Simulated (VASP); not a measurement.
Data:

```xyz
8
Lattice="-0.0047 6.1713 6.1754 6.1713 -0.0047 6.1754 3.0833 3.0833 0.0000" Properties=species:S:1:pos:R:3 pbc="T T T"
Zn     3.0833     3.0833     0.0073
Zn     6.1591     3.0908     3.0892
Zn     3.0908     6.1591     3.0892
Te     1.5416     1.5416     1.5455
Te     4.6869     1.4796     4.5706
Te     1.4796     4.6869     4.5706
Te     4.6249     4.6249     7.8467
Cd     3.0833     3.0833     6.1577
```

All values below come from PBEsol GGA, VASP's PBE PAW potentials (set 64) (plane waves; VASP). Numerical set-up: 400 eV cut-off, 4×4×7 Γ-centred mesh, tetrahedra with Blöchl corrections, potentials Zn Te Cd.

The cores are frozen, which limits the accuracy of field gradients.

**Question.** Give the principal components of the electric field gradient (V/Å²) and the asymmetry η at each nucleus.

**Answer.** 
```json
[
 {"atom": "Zn1", "Vxx": "3.7", "Vyy": "0.9", "Vzz": "-4.6", "η": "0.60"},
 {"atom": "Zn2", "Vxx": "-3.5", "Vyy": "-2.5", "Vzz": "6.0", "η": "0.16"},
 {"atom": "Zn3", "Vxx": "-3.5", "Vyy": "-2.5", "Vzz": "6.0", "η": "0.16"},
 {"atom": "Te4", "Vxx": "1.8", "Vyy": "0.7", "Vzz": "-2.5", "η": "0.44"},
 {"atom": "Te5", "Vxx": "23.8", "Vyy": "16.1", "Vzz": "-39.9", "η": "0.19"},
 {"atom": "Te6", "Vxx": "23.8", "Vyy": "16.1", "Vzz": "-39.9", "η": "0.19"},
 {"atom": "Te7", "Vxx": "40.5", "Vyy": "4.9", "Vzz": "-45.4", "η": "0.79"},
 {"atom": "Cd8", "Vxx": "6.6", "Vyy": "3.6", "Vzz": "-10.2", "η": "0.30"}
]
```

The structure was generated: CdZn3Te4 was put into an ordered model structure (Amm2), which need not be its known phase. It was relaxed first.
